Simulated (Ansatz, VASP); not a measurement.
# Cross-check of PtS2 (1T-PtS2 6 layers, AA) between VASP and Ansatz, part 2 of 2

Wanted: the spread between two codes on one cell, functional and k mesh. The structure shown is the start of the Ansatz relaxation below; VASP solves that cell, so the two are compared at the walk's first step.

VASP 6.6.1 and Ansatz 0.2.0.

So far: The starting structure; Ansatz: relaxation, PBE with D3(BJ).

## Step 3: VASP: single point, PBE with D3(BJ), start cell

Level of this step: PBE with D3(BJ); plane waves and PAW (S, Pt) (VASP).

The same cell, functional, mesh and smearing now go to VASP, with its own data sets.

Lines of VASP's logs that name or quote its potential files are left out, and so is its time.

Contents of INCAR:

```
SYSTEM = PtS2
PREC = Accurate
ENCUT = 400
EDIFF = 1E-06
NELM = 120
ISMEAR = -1
SIGMA = 0.05
LREAL = .FALSE.
ALGO = Normal
GGA = PE
IVDW = 12
NBANDS = 84
LASPH = .TRUE.
LORBIT = 11
LWAVE = .FALSE.
LCHARG = .FALSE.
ISIF = 2
LDIPOL = .TRUE.
IDIPOL = 3
DIPOL = 0.5 0.5 0.5
LVHAR = .TRUE.
GGA_COMPAT = .FALSE.
EFERMI = MIDGAP
NELMDL = -8
KPAR = 4
```

Contents of POSCAR:

```
PtS2
1.0
    3.5700000000      0.0000000000      0.0000000000
   -1.7850000000      3.0917110000      0.0000000000
    0.0000000000      0.0000000000     85.1845180000
S Pt
12 6
Direct
    0.6666666128      0.3333332255      0.3410244101
    0.3333332255      0.6666664510      0.3646682135
    0.6666666128      0.3333332255      0.3998858807
    0.3333332255      0.6666664510      0.4235296959
    0.6666666128      0.3333332255      0.4587473630
    0.3333332255      0.6666664510      0.4823911664
    0.6666666128      0.3333332255      0.5176088336
    0.3333332255      0.6666664510      0.5412526488
    0.6666666128      0.3333332255      0.5764703159
    0.3333332255      0.6666664510      0.6001141193
    0.6666666128      0.3333332255      0.6353317865
    0.3333332255      0.6666664510      0.6589755899
    0.0000000000      0.0000000000      0.3528463118
    0.0000000000      0.0000000000      0.4117077941
    0.0000000000      0.0000000000      0.4705692647
    0.0000000000      0.0000000000      0.5294307353
    0.0000000000      0.0000000000      0.5882922176
    0.0000000000      0.0000000000      0.6471536882
```

Contents of KPOINTS:

```
Automatic mesh
0
Gamma
12 12 1
0 0 0
```

Potentials, in the order of the species: S and Pt (PBE family, release 64).

On the command line:

```
> mpirun -np 4 vasp_std
```

Numbers of over 12 decimals in the logs are rounded to 6 here.

The log of the run:

```text
[banner, memory and clock lines left out]
running    4 mpi-ranks, on    1 nodes
 distrk:  each k-point on    1 cores,    4 groups
 distr:  one band on    1 cores,    1 groups

 POSCAR found type information on POSCAR S Pt
 POSCAR found :  2 types and      18 ions
|                                                                             |
|               ----> ADVICE to this user running VASP <----                  |
|                                                                             |
|     You have a (more or less) 'large supercell' and for larger cells it     |
|     might be more efficient to use real-space projection operators.         |
|     Therefore, try LREAL= Auto in the INCAR file.                           |
|     Mind: For very accurate calculation, you might also keep the            |
|     reciprocal projection scheme (i.e. LREAL=.FALSE.).                      |
|                                                                             |

 LDA part: xc-table for (Slater+PW92), standard interpolation
|                                                                             |
|           W    W    AA    RRRRR   N    N  II  N    N   GGGG   !!!           |
|           W    W   A  A   R    R  NN   N  II  NN   N  G    G  !!!           |
|           W    W  A    A  R    R  N N  N  II  N N  N  G       !!!           |
|           W WW W  AAAAAA  RRRRR   N  N N  II  N  N N  G  GGG   !            |
|           WW  WW  A    A  R   R   N   NN  II  N   NN  G    G                |
|           W    W  A    A  R    R  N    N  II  N    N   GGGG   !!!           |
|                                                                             |
|     One of the lattice vectors is very long (>50 A), but AMIN is rather     |
|     large. This can spoil convergence since charge sloshing might occur     |
|     along the long lattice vector. If problems with convergence are         |
|     observed, try to decrease AMIN to a smaller value (e.g. 0.01).          |
|     Note: This warning only applies if the self-consistency cycle is        |
|     used.                                                                   |
|                                                                             |

 POSCAR, INCAR and KPOINTS ok, starting setup
 FFT: planning ... GRIDC
 FFT: planning ... GRID_SOFT
 FFT: planning ... GRID
 WAVECAR not read
 entering main loop
       N       E                     dE             d eps       ncg     rms          rms(c)
DAV:   1     0.101765943657E+04    0.10177E+04   -0.44450E+04  3272   0.101E+03
DAV:   2     0.287182575156E+02   -0.98894E+03   -0.94250E+03  4396   0.237E+02
DAV:   3    -0.932559359892E+02   -0.12197E+03   -0.11907E+03  3832   0.875E+01
DAV:   4    -0.973641167191E+02   -0.41082E+01   -0.40491E+01  3948   0.174E+01
DAV:   5    -0.974860873157E+02   -0.12197E+00   -0.12162E+00  4080   0.309E+00
DAV:   6    -0.974903382747E+02   -0.42510E-02   -0.42485E-02  4120   0.585E-01
DAV:   7    -0.974905050229E+02   -0.16675E-03   -0.16671E-03  4148   0.112E-01
DAV:   8    -0.974905125241E+02   -0.75012E-05   -0.74996E-05  3872   0.226E-02    0.560E+01
DAV:   9    -0.897025856070E+02    0.77879E+01   -0.43664E+01  3492   0.315E+01    0.353E+01
DAV:  10    -0.892040453229E+02    0.49854E+00   -0.11463E+01  3376   0.173E+01    0.123E+01
DAV:  11    -0.887347292832E+02    0.46932E+00   -0.74229E-01  3508   0.460E+00    0.294E+00
DAV:  12    -0.886829776957E+02    0.51752E-01   -0.33427E-01  3704   0.259E+00    0.770E-01
DAV:  13    -0.886848438052E+02   -0.18661E-02   -0.25450E-02  3696   0.559E-01    0.906E-01
DAV:  14    -0.886869794222E+02   -0.21356E-02   -0.13769E-02  3736   0.407E-01    0.613E-01
DAV:  15    -0.886855680960E+02    0.14113E-02   -0.62709E-03  3544   0.398E-01    0.700E-01
DAV:  16    -0.886851649796E+02    0.40312E-03   -0.13849E-03  3720   0.139E-01    0.641E-01
DAV:  17    -0.886845195941E+02    0.64539E-03   -0.62649E-04  3608   0.607E-02    0.343E-01
DAV:  18    -0.886843537261E+02    0.16587E-03   -0.36860E-04  3796   0.467E-02    0.143E-01
DAV:  19    -0.886843559281E+02   -0.22020E-05   -0.14974E-05  4152   0.127E-02    0.112E-01
DAV:  20    -0.886843556169E+02    0.31118E-06   -0.23177E-06  2432   0.463E-03
   1 F= -.95724913E+02 E0= -.95724908E+02  d E =-.110782E-04
```

From OUTCAR (step 3):

```text
ion  position               nearest neighbor table
   1  0.667  0.333  0.341-  13 2.29  13 2.29  13 2.29
   2  0.333  0.667  0.365-  13 2.29  13 2.29  13 2.29
   3  0.667  0.333  0.400-  14 2.29  14 2.29  14 2.29
   4  0.333  0.667  0.424-  14 2.29  14 2.29  14 2.29
   5  0.667  0.333  0.459-  15 2.29  15 2.29  15 2.29
   6  0.333  0.667  0.482-  15 2.29  15 2.29  15 2.29
   7  0.667  0.333  0.518-  16 2.29  16 2.29  16 2.29
   8  0.333  0.667  0.541-  16 2.29  16 2.29  16 2.29
   9  0.667  0.333  0.576-  17 2.29  17 2.29  17 2.29
  10  0.333  0.667  0.600-  17 2.29  17 2.29  17 2.29
  11  0.667  0.333  0.635-  18 2.29  18 2.29  18 2.29
  12  0.333  0.667  0.659-  18 2.29  18 2.29  18 2.29
  13  0.000  0.000  0.353-   2 2.29   1 2.29   1 2.29   2 2.29   2 2.29   1 2.29
  14  0.000  0.000  0.412-   4 2.29   3 2.29   3 2.29   4 2.29   4 2.29   3 2.29
  15  0.000  0.000  0.471-   6 2.29   5 2.29   5 2.29   6 2.29   6 2.29   5 2.29
  16  0.000  0.000  0.529-   7 2.29   7 2.29   8 2.29   7 2.29   8 2.29   8 2.29
  17  0.000  0.000  0.588-  10 2.29   9 2.29   9 2.29  10 2.29  10 2.29   9 2.29
  18  0.000  0.000  0.647-  12 2.29  11 2.29  11 2.29  12 2.29  12 2.29  11 2.29

  LATTYP: Found a hexagonal cell.
 ALAT       =     3.5700000000
 C/A-ratio  =    23.8612095238

 Subroutine GETGRP returns: Found 12 space group operations
 (whereof 12 operations were pure point group operations)

The static configuration has the point symmetry D_3d.

 Found     19 irreducible k-points:

   k-points           NKPTS =     19   k-points in BZ     NKDIM =     19   number of bands    NBANDS=     84

   dimension x,y,z NGX =    24 NGY =   24 NGZ =  560
   dimension x,y,z NGXF=    48 NGYF=   48 NGZF= 1120

   ENCUT  =  400.0 eV  29.40 Ry    5.42 a.u.   5.82  5.82138.91*2*pi/ulx,y,z

   NELECT =     132.0000    total number of electrons

 k-points in reciprocal lattice and weights: Automatic mesh
   0.00000000  0.00000000  0.00000000       0.007
   0.08333333 -0.00000000  0.00000000       0.042
   0.16666667 -0.00000000  0.00000000       0.042
   0.25000000  0.00000000  0.00000000       0.042
   0.33333333  0.00000000  0.00000000       0.042
   0.41666667 -0.00000000  0.00000000       0.042
   0.50000000  0.00000000  0.00000000       0.021
   0.08333333  0.08333333  0.00000000       0.042
   0.16666667  0.08333333  0.00000000       0.083
[...]
0.33333333  0.25000000  0.00000000       0.083
   0.33333333  0.33333333  0.00000000       0.014

 dipolmoment           0.000000      0.000000     -0.000016 electrons x Angstroem

 average (electrostatic) potential at core
       1 -93.3612       2 -93.3982       3 -93.4058       4 -93.4059       5 -93.4067
       6 -93.4068       7 -93.4068       8 -93.4067       9 -93.4061      10 -93.4061
      11 -93.3984      12 -93.3615      13 -76.5982      14 -76.6166      15 -76.6175
      16 -76.6175      17 -76.6168      18 -76.5984

 E-fermi :  -0.7307

 k-point     1 :       0.0000    0.0000    0.0000
  band No.  band energies     occupation
    ...
     62      -1.9241      2.00000
     63      -1.9089      2.00000
     64      -1.8869      2.00000
     65      -1.8630      2.00000
     66      -1.8449      2.00000
     67       1.6744      0.00000
     68       1.6744      0.00000
     69       1.7232      0.00000
     70       1.7232      0.00000
     71       1.7911      0.00000
    ...

 k-point     2 :       0.0833   -0.0000    0.0000
  band No.  band energies     occupation
    ...
     62      -1.6563      2.00000
     63      -1.6312      2.00000
     64      -1.6150      2.00000
     65      -1.6079      2.00000
     66      -1.6064      2.00000
     67       1.1084      0.00000
     68       1.1694      0.00000
     69       1.2549      0.00000
     70       1.3465      0.00000
     71       1.4247      0.00000
    ...

 k-point     3 :       0.1667   -0.0000    0.0000
  band No.  band energies     occupation
    ...
     62      -1.5944      2.00000
     63      -1.5612      2.00000
     64      -1.5000      2.00000
     65      -1.4189      2.00000
     66      -1.3473      1.99999
     67       0.2934      0.00000
     68       0.3273      0.00000
     69       0.3841      0.00000
     70       0.4583      0.00000
     71       0.5330      0.00000
    ...

 Edisp (eV)   -7.04056

  Total      38.45403    38.45404    31.64877     0.00000     0.00000    -0.00000
  in kB      65.52766    65.52768    53.93114     0.00000     0.00000    -0.00000
  external pressure =       61.66 kB  Pullay stress =        0.00 kB

  energy-cutoff  :      400.00
  volume of cell :      940.22
      direct lattice vectors                 reciprocal lattice vectors
     3.570000000  0.000000000  0.000000000     0.280112045  0.161722748  0.000000000
    -1.785000000  3.091711000  0.000000000     0.000000000  0.323445497  0.000000000
     0.000000000  0.000000000 85.184518000     0.000000000  0.000000000  0.011739222

 POSITION                                       TOTAL-FORCE (eV/Angst)
 -----------------------------------------------------------------------------------
      1.78500      1.03057     29.05000         0.000000      0.000000     -3.036197
      0.00000      2.06114     31.06409         0.000000      0.000000      3.045894
      1.78500      1.03057     34.06409        -0.000000      0.000000     -3.035613
      0.00000      2.06114     36.07817        -0.000000      0.000000      3.038806
      1.78500      1.03057     39.07817        -0.000000     -0.000000     -3.037438
      0.00000      2.06114     41.09226        -0.000000      0.000000      3.037833
      1.78500      1.03057     44.09226         0.000000     -0.000000     -3.037833
      0.00000      2.06114     46.10635         0.000000      0.000000      3.037438
      1.78500      1.03057     49.10635         0.000000     -0.000000     -3.038806
      0.00000      2.06114     51.12043         0.000000      0.000000      3.035613
      1.78500      1.03057     54.12043        -0.000000     -0.000000     -3.045894
      0.00000      2.06114     56.13452        -0.000000      0.000000      3.036197
      0.00000      0.00000     30.05704         0.000000      0.000000      0.188152
      0.00000      0.00000     35.07113         0.000000      0.000000      0.005094
      0.00000      0.00000     40.08522         0.000000     -0.000000      0.000559
      0.00000      0.00000     45.09930         0.000000      0.000000     -0.000559
      0.00000      0.00000     50.11339        -0.000000     -0.000000     -0.005094
      0.00000      0.00000     55.12748        -0.000000      0.000000     -0.188152
 -----------------------------------------------------------------------------------
    total drift:                               -0.000000      0.002737     -0.002856

  FREE ENERGIE OF THE ION-ELECTRON SYSTEM (eV)
  ---------------------------------------------------
  free  energy   TOTEN  =       -95.7249130577 eV

  energy  without entropy=      -95.7249019795  energy(sigma->0) =      -95.72490752

 vacuum level on the upper side and lower side of the slab         4.309         4.310

 total charge
# of ion       s       p       d       tot
------------------------------------------
    1        1.356   2.349   0.000   3.705
    2        1.358   2.345   0.000   3.702
    3        1.358   2.345   0.000   3.703
    4        1.358   2.345   0.000   3.703
    5        1.358   2.345   0.000   3.703
    6        1.358   2.345   0.000   3.703
    7        1.358   2.345   0.000   3.703
    8        1.358   2.345   0.000   3.703
    9        1.358   2.345   0.000   3.703
   10        1.358   2.345   0.000   3.703
   11        1.358   2.345   0.000   3.702
   12        1.356   2.349   0.000   3.705
   13        0.769   0.973   8.097   9.839
   14        0.769   0.973   8.097   9.839
   15        0.769   0.973   8.097   9.839
   16        0.769   0.973   8.097   9.839
   17        0.769   0.973   8.097   9.839
   18        0.769   0.973   8.097   9.839
--------------------------------------------------
tot         20.906  33.984  48.583 103.473

[... 3 further parts left out ...]
```

## Step 4: Comparison

Known differences besides the potentials themselves: Ansatz cuts the interaction across the vacuum, VASP repeats the sheet with a dipole correction; the data sets hold 180 valence electrons in Ansatz (on its default PAW (the set named soft_2) files) and 132 in VASP; the cutoff is 420 eV in Ansatz and 400 eV in VASP. Total energies have different zeros and are not compared.

Forces on 8 of the 18 atoms, those with the largest forces and the largest differences (eV/Å; atoms numbered as in POSCAR):

```
atom        Ansatz x, y, z          VASP x, y, z
  S2   0.000, 0.000, 3.088   0.000, 0.000, 3.046
  S4   0.000, 0.000, 3.082   0.000, 0.000, 3.039
  S5  0.000, 0.000, -3.081  0.000, 0.000, -3.037
  S6   0.000, 0.000, 3.081   0.000, 0.000, 3.038
  S7  0.000, 0.000, -3.081  0.000, 0.000, -3.038
  S8   0.000, 0.000, 3.081   0.000, 0.000, 3.037
  S9  0.000, 0.000, -3.082  0.000, 0.000, -3.039
 S11  0.000, 0.000, -3.088  0.000, 0.000, -3.046
```

The forces differ by 20 meV/Å r.m.s., which is 1.4 % of the r.m.s. force of 1.433 eV/Å (both taken over all components). VASP's last cycles still show a density residual of 1e-02, so its state may not be settled. With vacuum in the cell, a pressure given here is an average over mostly empty space and none of the material.

## Step 5: Outcome

```
r.m.s. force difference (single point, PBE with D3(BJ), start cell) : 1.4 % of the r.m.s. force
```

What this shows: The r.m.s. force difference is 1.4 % of the r.m.s. force (single point, PBE with D3(BJ), start cell), within the 3 % picked in this series as the mark of a large difference. The data sets hold unlike numbers of valence electrons (180 in Ansatz and 132 in VASP), so part of the differences comes from the potentials. 1 further run of this series is not shown here. How closely two codes agree says nothing of how well the functional describes the real material.

[Lines on the potential files, build, host, timing and source positions are cut from VASP's logs without a mark.]

[Logs are printed without paths, hosts, clocks, repeated set-up lines and the standing remarks that a program may print on its own settings, such as how far it seeks lower states.]

[Hosts, paths, dates, database ids (printed as entryN), source tags and the programs' standing remarks are cut or masked in the printed files.]
